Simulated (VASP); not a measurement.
Input:

```xyz
2
Lattice="2.9833 0.0000 0.0000 0.0000 2.9833 0.0000 0.0000 0.0000 2.9833" Properties=species:S:1:pos:R:3 pbc="T T T"
Al     1.4916     1.4916     1.4916
Ru     0.0000     0.0000     0.0000
```

The numbers are results of r2SCAN meta-GGA, VASP's PBE PAW potentials (set 64) (plane waves; VASP), not measurements. Settings: 520 eV cut-off, 14×14×14 Γ-centred mesh, tetrahedra with Blöchl corrections, potentials Al Ru_pv.

Give the energies of bands 4 to 11 at the high-symmetry points, in eV from the Fermi level.

```json
[
 {"band": "4", "Γ": "-10.20", "X": "-6.18", "M": "-6.34", "R": "-4.94"},
 {"band": "5", "Γ": "-3.71", "X": "-5.69", "M": "-3.16", "R": "-4.94"},
 {"band": "6", "Γ": "-3.71", "X": "-2.82", "M": "-1.46", "R": "-4.94"},
 {"band": "7", "Γ": "0.20", "X": "-1.69", "M": "-1.46", "R": "1.87"},
 {"band": "8", "Γ": "0.20", "X": "-1.69", "M": "-1.24", "R": "1.87"},
 {"band": "9", "Γ": "0.20", "X": "0.46", "M": "-1.24", "R": "3.27"},
 {"band": "10", "Γ": "6.58", "X": "2.57", "M": "1.77", "R": "4.37"},
 {"band": "11", "Γ": "6.58", "X": "7.76", "M": "5.74", "R": "4.37"}
]
```

It has no gap at this level: it comes out as a metal or semimetal.

The compound is RuAl in the CsCl type structure. It was relaxed first. The electron count is odd and the run is not spin-polarised, which forces a metal.
